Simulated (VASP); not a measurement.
```xyz
3
Lattice="3.6660 0.0000 0.0000 -1.8330 3.1748 0.0000 0.0000 0.0000 6.3114" Properties=species:S:1:pos:R:3 pbc="T T T"
Ti    -1.8330     3.1748     0.0000
Te     1.8330     1.0583     4.6025
Te     0.0000     2.1165     1.7088
```

All values below come from LDA (Ceperley-Alder, Perdew-Zunger), VASP's LDA PAW potentials (set 64) (plane waves; VASP). Run with 400 eV cut-off, Gaussian smearing of 0.050 eV, potentials Ti_sv Te.

Question: Give the energies of bands 7 to 15 at the high-symmetry points, in eV from the Fermi level.

Answer: 
| band | Γ | M | K | A | L | H |
|---|---|---|---|---|---|---|
| 7 | -5.76 | -5.39 | -4.61 | -3.37 | -5.42 | -4.46 |
| 8 | -1.66 | -4.00 | -4.04 | -3.09 | -5.05 | -4.46 |
| 9 | -1.66 | -2.99 | -4.04 | -1.56 | -2.64 | -3.85 |
| 10 | 0.19 | -2.60 | -2.51 | -1.56 | -2.15 | -3.66 |
| 11 | 0.41 | -1.77 | -2.51 | 0.40 | -0.88 | -1.78 |
| 12 | 0.41 | -1.19 | -2.50 | 0.40 | -0.47 | -1.78 |
| 13 | 0.81 | -0.07 | 1.09 | 0.90 | -0.44 | 0.97 |
| 14 | 1.35 | 1.28 | 1.59 | 0.90 | 1.28 | 0.97 |
| 15 | 1.35 | 1.64 | 1.59 | 1.13 | 1.63 | 1.10 |

It has no gap at this level: it comes out as a metal or semimetal.

The structure comes from a computed database's TiTe2 entry (P-3m1); how it stands against other phases isn't given here. It was relaxed first, which changed the volume by -14 %.
